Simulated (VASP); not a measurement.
Output of a VASP run:

### OSZICAR
```
       N       E                     dE             d eps       ncg     rms          rms(c)
DAV:   1     0.131584891063E+03    0.13158E+03   -0.11145E+04  1456   0.190E+03
DAV:   2    -0.286112781641E+00   -0.13187E+03   -0.12912E+03  1521   0.404E+02
DAV:   3    -0.826173634602E+01   -0.79756E+01   -0.77623E+01  1881   0.965E+01
DAV:   4    -0.845968070619E+01   -0.19794E+00   -0.19771E+00  1618   0.161E+01
DAV:   5    -0.846648076060E+01   -0.68001E-02   -0.67995E-02  1860   0.274E+00    0.178E+00
DAV:   6    -0.827414006879E+01    0.19234E+00   -0.52261E-01  1951   0.627E+00    0.612E-01
DAV:   7    -0.826995977400E+01    0.41803E-02   -0.58205E-02  1637   0.158E+00    0.319E-01
DAV:   8    -0.826814428781E+01    0.18155E-02   -0.36978E-03  1584   0.747E-01    0.519E-02
DAV:   9    -0.826799400438E+01    0.15028E-03   -0.51670E-04  1821   0.215E-01    0.161E-02
DAV:  10    -0.826799879228E+01   -0.47879E-05   -0.65364E-05  1646   0.670E-02    0.562E-03
DAV:  11    -0.826799822656E+01    0.56572E-06   -0.30371E-06  1388   0.215E-02
   1 F= -.71322966E+01 E0= -.71324347E+01  d E =-.713230E+01
       N       E                     dE             d eps       ncg     rms          rms(c)
DAV:   1    -0.944987156984E+01   -0.11819E+01   -0.32316E+01  1726   0.987E+01    0.598E+00
DAV:   2    -0.836820263622E+01    0.10817E+01   -0.22398E+00  1776   0.314E+01    0.235E+00
DAV:   3    -0.819476680430E+01    0.17344E+00   -0.68043E-01  2027   0.155E+01    0.234E-01
DAV:   4    -0.819654333758E+01   -0.17765E-02   -0.15337E-02  1607   0.133E+00    0.150E-01
DAV:   5    -0.819847479308E+01   -0.19315E-02   -0.51859E-03  1636   0.898E-01    0.467E-02
DAV:   6    -0.819844272752E+01    0.32066E-04   -0.18495E-04  1671   0.205E-01    0.201E-02
DAV:   7    -0.819843426002E+01    0.84675E-05   -0.81925E-05  1511   0.648E-02    0.226E-03
DAV:   8    -0.819843455031E+01   -0.29029E-06   -0.20275E-06  1514   0.153E-02
   2 F= -.71522699E+01 E0= -.71523524E+01  d E =-.199733E-01
       N       E                     dE             d eps       ncg     rms          rms(c)
DAV:   1    -0.839549108663E+01   -0.19706E+00   -0.45257E+00  1731   0.421E+01    0.206E+00
DAV:   2    -0.826358477727E+01    0.13191E+00   -0.26051E-01  1776   0.101E+01    0.856E-01
DAV:   3    -0.823987437561E+01    0.23710E-01   -0.10588E-01  2148   0.580E+00    0.861E-02
DAV:   4    -0.823996379298E+01   -0.89417E-04   -0.17464E-03  1466   0.442E-01    0.536E-02
DAV:   5    -0.824009624435E+01   -0.13245E-03   -0.67757E-04  1751   0.362E-01    0.269E-02
DAV:   6    -0.824007962327E+01    0.16621E-04   -0.51698E-05  1736   0.135E-01    0.732E-03
DAV:   7    -0.824008052147E+01   -0.89819E-06   -0.97777E-06  1536   0.253E-02
   3 F= -.71625259E+01 E0= -.71624760E+01  d E =-.302293E-01
```

File OUTCAR:
```
------------------------ aborting loop because EDIFF is reached ----------------------------------------
  FORCE on cell =-STRESS in cart. coord.  units (eV):
  Direction    XX          YY          ZZ          XY          YZ          ZX
  --------------------------------------------------------------------------------------
  Total        1.0784755      1.0784755      1.0784755      0.0000000     -0.0000000     -0.0000000
  in kB       50.0427309     50.0427309     50.0427309      0.0000000     -0.0000000     -0.0000000
  external PRESSURE =       0.0427309 kB  Pullay stress =      50.0000000 kB
  volume of cell :       34.53
      direct lattice vectors                 reciprocal lattice vectors
     3.256316621 -0.000000000  0.000000000     0.307095444 -0.000000000  0.000000000
     0.000000000  3.256316621  0.000000000     0.000000000  0.307095444 -0.000000000
    -0.000000000  0.000000000  3.256316621    -0.000000000 -0.000000000  0.307095444
 POSITION                                       TOTAL-FORCE (eV/Angst)
 -----------------------------------------------------------------------------------
      0.00000      0.00000      0.00000        -0.000000     -0.000000      0.000000
      1.62816      1.62816      1.62816         0.000000      0.000000      0.000000
 -----------------------------------------------------------------------------------
    total drift:                                0.000000      0.000000      0.000000
  FREE ENERGIE OF THE ION-ELECTRON SYSTEM (eV)
  ---------------------------------------------------
  free  energy   TOTEN  =        -8.2400805215 eV

  energy  without entropy=       -8.2399310034  energy(sigma->0) =       -8.24003068
  enthalpy is  TOTEN    =        -7.1625258850 eV   P V=        1.0775546365

 reached required accuracy - stopping structural energy minimisation
```
(Selected blocks of OUTCAR.)

**POSCAR**
```
BBi
1
    3.3138659673     0.0000000000     0.0000000000
    0.0000000000     3.3138659673     0.0000000000
    0.0000000000     0.0000000000     3.3138659673
B Bi
1 1
Direct
  0.0000000000   0.0000000000   0.0000000000
  0.5000000000   0.5000000000   0.5000000000
```

### Question
Reconstruct the remaining input files.

### Answer
One answer among several that fit: the input of the run itself, PBEsol GGA, plane waves, VASP's PBE PAW potentials (set 64).

**INCAR**
```
! general
SYSTEM   =  BBi
PREC     =  Accurate
ENCUT    =  620
LREAL    =  .FALSE.
LASPH    =  .TRUE.

! electronic loop
EDIFF    =  1E-6
NELM     =  100
ALGO     =  Normal
LMAXMIX  =  4

! smearing
ISMEAR   =  1
SIGMA    =  0.1

! functional
GGA      =  PS

! ions
IBRION   =  2
NSW      =  40
ISIF     =  3
EDIFFG   =  -0.02
PSTRESS  =  50

! output
LWAVE    =  .FALSE.
LCHARG   =  .FALSE.
```

### KPOINTS
```
Regular mesh
0
gamma
  11 11 11
```

POTCAR, in this order: B Bi_d (PBE.64 set). Program: vasp_std.

Energy and stress use the plane-wave basis of the starting cell.

The structure was generated: BBi was put into the CsCl type type (Pm-3m), which need not be its known phase. This run relaxes it under an external pressure of 5 GPa. Symmetry was kept, so distortions that lower it aren't found. VASP warned that the highest band is occupied, so more bands are needed.
